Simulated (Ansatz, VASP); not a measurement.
**Pb2SeO: VASP beside Ansatz**

Wanted: the spread between two codes on one cell, functional and k mesh. The cell is generated by rule, not measured, and may not be a known phase. The cell is taken from a series of runs on this material, whose earlier steps may have relaxed, scaled, displaced or heated it; both programs get it as it stands.

Program: Ansatz 0.2.0. Level of theory: plane waves, with VASP 6.6.1 beside it; zone-centre phonons at PBEsol. Results are calculated unless marked as measured.

The structure was built from a prototype and need not be the compound's stable phase.

### Step 1. The starting structure

The structure is orthorhombic, space group Amm2 (No. 38). Conventional cell: a = 3.866 Å, b = 3.728 Å, c = 13.024 Å, α = 90.00°, β = 90.00°, γ = 90.00°. Nearest to Pb lie 4 O at 2.75 Å and 2 Se at 3.04 Å. Pb has 1 O at 2.26 Å and 4 Se at 2.97 Å nearest. Se has 6 Pb at 2.97 to 3.04 Å nearest. Nearest to O lie 5 Pb at 2.26 to 2.75 Å. Farther neighbours and most contacts between anions are not listed.

### Step 2. Ansatz: zone-centre phonons, PBEsol

Ansatz runs on its default PAW (the set named soft_2) files.

Second derivatives magnify differences that forces hide, and they need a tight electronic threshold.

The input, input.yaml:

```yaml
crystal:
  lattice:
    - [1.8641447281, -6.5120773025, 0.0]
    - [1.8641447281, 6.5120773025, 0.0]
    - [0.0, 0.0, 3.8663254647]
  atoms:
    - { symbol: Pb, position: [0.6057161026, 0.3942838974, 0.75] }
    - { symbol: Pb, position: [0.3232056694, 0.6767943306, 0.25] }
    - { symbol: Se, position: [0.9214061829, 0.0785938171, 0.75] }
    - { symbol: O, position: [0.1496720452, 0.8503279548, 0.25] }
kpoints:
  mp_grid: { grid: [8, 8, 8] }
hamiltonian:
  xc: pbesol
scf:
  occupations: { method: fixed }
output:
  eigenvalues: true
phonons:
  method: dfpt
  dielectric: true
  rigid_motions: translations
```

Started as:

```
$ ansatz run input.yaml --threads 8 --pin off --max-ram 14336MiB --backend cpu --events-out ev --progress --plain --runs-dir out
```

Numbers of over 12 decimals in the logs are rounded to 6 here.

The program printed:

```text
Engine: ansatz 0.2.0, x86_64-unknown-linux-gnu
Pseudopotentials: kind: paw
Pseudopotential: Pb, paw, valence charge 14, recommended cutoff 420 eV (normal), Pb.paw.azcp
Pseudopotential: Se, paw, valence charge 16, recommended cutoff 420 eV (normal), Se.paw.azcp
Pseudopotential: O, paw, valence charge 6, recommended cutoff 420 eV (normal), O.paw.azcp
Functional definition: PBEsol
  exchange = pbesol_x
  correlation = pbesol_c
Crystal: 4 atoms, lattice volume = 93.870 Å³
Basis set: ecut = 420 eV, 1819 PW (Γ), exchange–correlation on 96×96×60 points (8 copies of the dense FFT grid, shifted against one another)
Bands: 30, of which v1, the nominal top of the filled ones, is band 25 counted from 1 (24 counted from 0)
Symmetry: 4 space group operations
k-points: 260 of 512 (irreducible under 1 space group operation, time reversal used)
Non-local potential: Pb, projectors of the file, l = 0: 2, l = 1: 2, l = 2: 2, l = 3: 2
Non-local potential: Se, projectors of the file, l = 0: 2, l = 1: 2, l = 2: 3, l = 3: 1
Non-local potential: O, projectors of the file, l = 0: 2, l = 1: 2, l = 2: 1
PAW form: soft (Blöchl's): semilocal exchange-correlation on the pseudo side does not see the compensation charge
PAW frozen core: Pb, regenerated for the run's functional, and the local potential with it (the file was generated under x = pbe(κ = 0.804, μ = 0.219515), c = pbe(β = 0.066725))
PAW frozen core: Se, regenerated for the run's functional, and the local potential with it (the file was generated under x = pbe(κ = 0.804, μ = 0.219515), c = pbe(β = 0.066725))
PAW frozen core: O, regenerated for the run's functional, and the local potential with it (the file was generated under x = pbe(κ = 0.804, μ = 0.219515), c = pbe(β = 0.066725))
PAW one-centre angular grid: Pb, 590 points (default); XC on 64 Gauss nodes
PAW one-centre angular grid: Se, 590 points (default); XC on 64 Gauss nodes
PAW one-centre angular grid: O, 110 points (default); XC on 64 Gauss nodes
Initial density: superposition of atomic densities (neutral atoms: chi_scale 0, normalization atom), corrected by the library's trained network
Initial wavefunctions: pseudopotential atomic-orbital guess
Functional: x = pbesol(κ = 0.804, μ = 0.123457), c = pbesol(β = 0.046)
SCF iter   1: F=—  HF=-29494.614102 eV  |F-HF|=—  |Δ(HF+E_count)|=         —  Δρ=1.05e-2  dr2=1.09e-1  ethr=1.77e-3  ⟨swp⟩=5.0  Hψ=30551  notcnv=0  defer=767
preconditioner: auto → Resta (q_TF=auto, 2.456 Å⁻¹)  ε∞=3.8  [insulator: Δε(μ)=0.270 eV  Ē_g=14.446 eV  n_scr=26 (ndim 8)  ℏωp=24.2 eV  f_vac=0.011  ε∞_Penn≈3.8]
SCF iter   2: F=—  HF=-29494.600158 eV  |F-HF|=—  |Δ(HF+E_count)|=   1.39e-2  Δρ=6.99e-3  dr2=5.76e-2  ethr=2.18e-4  ⟨swp⟩=2.0  Hψ=15601  notcnv=0  defer=779
SCF iter   3: F=—  HF=-29494.591802 eV  |F-HF|=—  |Δ(HF+E_count)|=   8.36e-3  Δρ=1.59e-3  dr2=2.97e-3  ethr=1.15e-4  ⟨swp⟩=2.0  Hψ=9515  notcnv=0  defer=779
SCF iter   4: F=—  HF=-29494.591220 eV  |F-HF|=—  |Δ(HF+E_count)|=   5.81e-4  Δρ=5.12e-4  dr2=3.14e-4  ethr=5.93e-6  ⟨swp⟩=2.0  Hψ=10079  notcnv=0  defer=780
SCF iter   5: F=—  HF=-29494.591196 eV  |F-HF|=—  |Δ(HF+E_count)|=   2.40e-5  Δρ=1.54e-4  dr2=2.47e-5  ethr=6.29e-7  ⟨swp⟩=2.9  Hψ=12437  notcnv=0  defer=778
SCF iter   6: F=—  HF=-29494.591198 eV  |F-HF|=—  |Δ(HF+E_count)|=   1.45e-6  Δρ=3.41e-5  dr2=1.45e-6  ethr=4.95e-8  ⟨swp⟩=2.0  Hψ=14040  notcnv=0  defer=606
SCF iter   7: F=—  HF=-29494.591198 eV  |F-HF|=—  |Δ(HF+E_count)|=   1.17e-7  Δρ=1.26e-5  dr2=1.59e-7  ethr=2.90e-9  ⟨swp⟩=2.0  Hψ=14295  notcnv=0  defer=494
SCF iter   8: F=—  HF=-29494.591198 eV  |F-HF|=—  |Δ(HF+E_count)|=   9.23e-8  Δρ=3.15e-6  dr2=1.33e-8  ethr=3.17e-10  ⟨swp⟩=2.0  Hψ=14033  notcnv=0  defer=494
SCF iter   9: F=—  HF=-29494.591198 eV  |F-HF|=—  |Δ(HF+E_count)|=   9.04e-9  Δρ=8.20e-7  dr2=6.63e-10  ethr=2.66e-11  ⟨swp⟩=2.9  Hψ=13751  notcnv=0  defer=494
SCF iter  10: F=-29494.591198 eV  HF=-29494.591198 eV  |F-HF|=3.64e-12  |Δ(HF+E_count)|=  6.04e-10  Δρ=2.09e-7  dr2=4.69e-11  ethr=1.00e-12  ⟨swp⟩=13.5  Hψ=55570  notcnv=0
SCF 1 converged in 10 iterations: F = -29494.591198 eV  dr2 = 4.69e-11
  greatest PAW one-centre occupation: 1.000 electrons in one spin orbital (limit 2), on the Se atom at site 2 (counted from 0), in its partial waves of l = 2
NSCF: frozen V_eff on 207 k-points
DFPT response loops at Γ: preconditioner auto → Resta (q_TF=auto, 2.456 Å⁻¹)  ε∞=13.2 (no band partly filled); β = 1.00, the filter's whole step (`scf.mixing.beta` (0.50) is not read by the response loops at its default; to damp them type it under 1.00, their step now; it binds the ground state too); Broyden in place of MSR1
── the response to a field inside a basis, on 14×14×12 k-points: an SCF that follows is theirs, and a resumed run solves both again ──
Bands: 26, of which v1, the nominal top of the filled ones, is band 25 counted from 1 (24 counted from 0)
k-points: 336 of 2352 (time reversal used)
Initial density: handed on by an earlier stage of this run
Initial wavefunctions: pseudopotential atomic-orbital guess (no wavefunctions were taken with the density)
Eigensolver: Dense (336 Hₖ)
SCF iter   1: F=—  HF=-29494.577019 eV  |F-HF|=—  |Δ(HF+E_count)|=         —  Δρ=2.65e-4  dr2=2.20e-5  ethr=1.00e-1
preconditioner: auto → Resta (q_TF=auto, 2.456 Å⁻¹)  ε∞=4.6  [insulator: Δε(μ)=0.431 eV  Ē_g=12.691 eV  n_scr=26 (ndim 8)  ℏωp=24.2 eV  f_vac=0.010  ε∞_Penn≈4.6]
SCF iter   2: F=—  HF=-29494.577020 eV  |F-HF|=—  |Δ(HF+E_count)|=   9.44e-7  Δρ=1.36e-4  dr2=1.71e-5  ethr=4.41e-8
SCF iter   3: F=—  HF=-29494.577019 eV  |F-HF|=—  |Δ(HF+E_count)|=   7.96e-7  Δρ=8.36e-5  dr2=1.97e-6  ethr=3.42e-8
SCF iter   4: F=—  HF=-29494.577019 eV  |F-HF|=—  |Δ(HF+E_count)|=   3.27e-7  Δρ=3.65e-5  dr2=4.19e-7  ethr=3.95e-9
SCF iter   5: F=-29494.577019 eV  HF=-29494.577019 eV  |F-HF|=2.25e-9  |Δ(HF+E_count)|=   9.14e-8  Δρ=8.12e-6  dr2=2.84e-8  ethr=8.39e-10
SCF 1 converged in 5 iterations: F = -29494.577019 eV  dr2 = 2.84e-8
DFPT response loops at Γ: preconditioner auto → Resta (q_TF=auto, 2.456 Å⁻¹)  ε∞=11.8 (no band partly filled); β = 1.00, the filter's whole step (`scf.mixing.beta` (0.50) is not read by the response loops at its default; to damp them type it under 1.00, their step now; it binds the ground state too); Broyden in place of MSR1
WARN: field response: ε∞ stands inside a basis, on 14×14×12 points; the force constants stand on the 8×8×8 k-mesh, whose period is 9.43 times the interband length at k = (0.3750, 0.3750, 0.1250), direct gap 1.019 eV, under 14: take them and everything formed from them as unconverged, and compare with a denser kpoints.mp_grid
SCF converged after 10 iterations
Free energy (F): -29494.591198 eV
Harris-Foulkes:  -29494.591198 eV  (|F-HF|=3.64e-12)
Internal energy: -29494.591198 eV  (E = F + TS)
E sigma→0 (E₀):  -29494.591198 eV
Fermi energy:    9.542713 eV
--- Per-component energies (eV) ---
  E_band       = -460.726273
  E_kinetic    = 866.448921
  E_local      = -4873.330666  (includes V_loc(G=0)·N_el)
  E_nonlocal   = 159.684984
  E_hartree    = 2162.358783
  E_xc         = -615.096498
  E_vxc        = -457.817112  (∫ρ·V_xc dr)
  E_paw        = -22526.476746  (= ΣΔE_a)
  E_vpaw       = -480.431772  (= ΣTr[D̂ρ^β])
  E_aug_tail   = 0.001759  (compensation charges beyond the density's cutoff)
  E_ewald      = -4669.349707
  E_core_change = 1.167972  (= ΣΔE_core)
  E_smearing   = -0.000000  (= −TS)
  E_closure    = -0.000000  (closes the sum)
  Σ components = -29494.591198   (vs F -29494.591198, Δ=0.00e0)
--- Band table (eV; the first three rows and the last of 260) ---
  k-point 0: bands = [... 21 lower, 6.9419, 7.5061, 7.6215, 7.6818, 11.5889, 13.7842, 13.8232, 13.9129, ... 1 higher]
  k-point 1: bands = [... 21 lower, 7.0148, 7.2786, 7.7228, 8.4205, 11.6020, 13.1450, 13.7641, 13.8201, ... 1 higher]
  k-point 2: bands = [... 21 lower, 7.0183, 7.4859, 7.9882, 9.1853, 11.4944, 12.0426, 12.7862, 13.6026, ... 1 higher]
  k-point 259: bands = [... 21 lower, 7.2915, 7.6422, 7.7900, 8.4063, 10.0761, 10.9660, 13.4479, 14.0792, ... 1 higher]
--- Phonons (Γ-DFPT): 12 representative perturbations + reference, on 260 of 512 k-points (Σ response iterations 38) ---
  k mesh reduced under 1 symmetry operation, with k and −k counted as one. Each operation leaves every solved perturbation unchanged. A smaller set is not considered because the run solves the response to a homogeneous field
  ASR residual: 1.910e-4 → 0.000e0 eV/Å²; symmetrization residual: 8.292e-6 eV/Å²
  ASR residual per site (eV/Å²): 1.91e-4 1.39e-4 3.33e-5 6.24e-5
  Γ frequencies (cm⁻¹): -179.90 -167.70 0.00 0.00 0.00 23.51 37.47 97.38 111.60 122.10 127.68 350.41
  ε∞ (high-frequency dielectric tensor):
       20.603671     0.000000     0.000000
        0.000000    14.688485     0.000000
        0.000000     0.000000    12.839479
  softest optical mode at Γ: -179.90 cm⁻¹; the repairs (sum rule, projections) moved no ω² at Γ by more than (1.66 cm⁻¹)²
  Born effective charges Z* (e; rows j = field, columns β = displacement):
    site 0:
         5.16396    0.00000    0.00000
         0.00000    2.96711    0.00000
         0.00000    0.00000    2.85288
    site 1:
         2.84795    0.00000    0.00000
         0.00000    3.38801    0.00000
         0.00000    0.00000    2.77237
    site 2:
        -5.36920   -0.00000   -0.00000
        -0.00000   -2.75553   -0.00000
        -0.00000   -0.00000   -2.71660
    site 3:
        -2.64271   -0.00000   -0.00000
        -0.00000   -3.59959   -0.00000
        -0.00000   -0.00000   -2.90865
  Z* charge neutrality: 2.674e-3 e pre-enforcement
  solved inside a basis spanned on kpoints, on 14×14×12 k-points, its susceptibility summed on 16×16×14: ε∞ is read to err by 8.6e-2, Z* by 3.9e-2 e (field_mesh: kpoints solves on kpoints); Z* is corrected for what the basis lacks
  optical modes at Γ without the LO–TO term, one row a degenerate level:
      ω (cm⁻¹)  modes    IR ((D/Å)²/amu)
       -179.90      1            10.2436
       -167.70      1            11.3551
         23.51      1             2.6996
         37.47      1             0.0546
         97.38      1             1.0297
        111.60      1             9.4221
        122.10      1             3.4508
        127.68      1             4.7080
        350.41      1            18.6803
  optical modes at Γ + LO–TO along q̂ = [1.0000, 0.0000, 0.0000]:
      ω (cm⁻¹)  modes    IR ((D/Å)²/amu)
[...]
optical modes at Γ + LO–TO along q̂ = [0.0000, 1.0000, 0.0000]:
      ω (cm⁻¹)  modes    IR ((D/Å)²/amu)
[...]
optical modes at Γ + LO–TO along q̂ = [0.0000, 0.0000, 1.0000]:
      ω (cm⁻¹)  modes    IR ((D/Å)²/amu)
[...]
-112.28      1             6.0160
         23.51      1             2.6996
         38.90      1             0.0692
         97.38      1             1.0297
        111.60      1             9.4221
        122.10      1             3.4508
        170.88      1            10.0326
        350.41      1            18.6803
```

(Part 1 of 3 ends here.)

[Lines on the potential files, build, host, timing and source positions are cut from VASP's logs without a mark.]

[Logs are printed without paths, hosts, clocks, repeated set-up lines and the standing remarks that a program may print on its own settings, such as how far it seeks lower states.]

[Hosts, paths, dates, database ids (printed as entryN), source tags and the programs' standing remarks are cut or masked in the printed files.]
